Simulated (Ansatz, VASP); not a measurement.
One calculation of Sn2TeO3, two programs

```
CELL_PARAMETERS angstrom
3.37765 0.00000 0.00000
0.00000 3.37765 0.00000
0.00000 0.00000 9.43108
ATOMIC_POSITIONS crystal
Sn 0.50000 0.00000 0.64705
Sn 0.00000 0.50000 0.35295
Te 0.50000 0.50000 0.00000
O 0.50000 0.00000 0.41758
O 0.00000 0.50000 0.58242
O 0.00000 0.00000 0.00000
```

Change from the starting cell: species swapped into the Hf2GaSb3 type (P-4m2, No. 115).

Alike in both runs: functional PBE; k mesh 6 × 6 × 2; occupations gaussian, width 0.1 eV; no spin polarisation.

Ansatz relaxed the structure, and its values are those at the end. VASP's run is a single point on that final structure, the one shown.

|  | VASP | Ansatz |
| --- | --- | --- |
| version | VASP 6.6.1 | Ansatz 0.2.0 |
| potentials or method | VASP PAW PBE potentials, release 64 (Sn_d, Te, O) | scalar-relativistic, plane waves, PAW |
| plane-wave cutoff (eV) | 520 | 420 |
| valence electrons in the cell | 52 | 62 |

```tsv
	VASP	Ansatz	Ansatz less VASP
gap on the k mesh at the Fermi level (eV)	none	none	-
pressure (GPa)	0.0	0.0	+0.03
rms of the force components (eV/Å)	0.021	0.002	-0.0193
```

A gap of «none» marks a metal or a gap that the smearing closes. The functional is the same, so the differences come from potentials, cutoffs and numerics. The two sets of potentials don't hold the same shells in valence.

Caveats: this functional lacks dispersion, which binds the layers, so the pressure and a relaxed spacing across them are unreliable. Spin-orbit coupling is left out, which matters for the levels of Te.
